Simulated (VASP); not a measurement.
MgAu:

```
CELL_PARAMETERS angstrom
3.30552 0.00000 0.00000
0.00000 3.30552 0.00000
0.00000 0.00000 3.30552
ATOMIC_POSITIONS crystal
Mg 0.50000 0.50000 0.50000
Au 0.00000 0.00000 0.00000
```

| Property | Result |
| --- | --- |
| Program | VASP 6.6.1 |
| Task | relaxation of cell and atoms |
| Functional | LDA |
| Potentials or basis | VASP PAW LDA potentials, release 64 (Mg, Au) |
| Cutoff | 600 eV |
| k mesh | 14 × 14 × 14 |
| Occupations | gaussian, width 0.1 eV |
| Spin | no spin polarisation |

At the start: pressure -7.0 GPa; volume 18.06 Å³/atom.

Q: Where does the relaxation end?

A: Over 3 steps the energy falls by 33.8 meV/atom and the volume is 16.64 Å³/atom (-7.9 %); space group Pm-3m (No. 221, to 0.05 Å).

The path:
| step | energy change (eV) | largest force (eV/Å) | pressure (GPa) | volume (Å³) |
| --- | --- | --- | --- | --- |
| 1 | 0.0000 | 0.0000 | -7.02 | 36.12 |
| 2 | -0.0540 | 0.0000 | 3.93 | 32.14 |
| 3 | -0.0676 | 0.0000 | 0.01 | 33.27 |

Final structure:
```cif
data_structure
_symmetry_space_group_name_H-M 'P 1'
_symmetry_Int_Tables_number 1
_cell_length_a 3.2164
_cell_length_b 3.2164
_cell_length_c 3.2164
_cell_angle_alpha 90.000
_cell_angle_beta 90.000
_cell_angle_gamma 90.000
_cell_volume 33.27
loop_
_atom_site_label
_atom_site_type_symbol
_atom_site_fract_x
_atom_site_fract_y
_atom_site_fract_z
_atom_site_occupancy
Mg1 Mg 0.50000 0.50000 0.50000 1
Au1 Au 0.00000 0.00000 0.00000 1
```
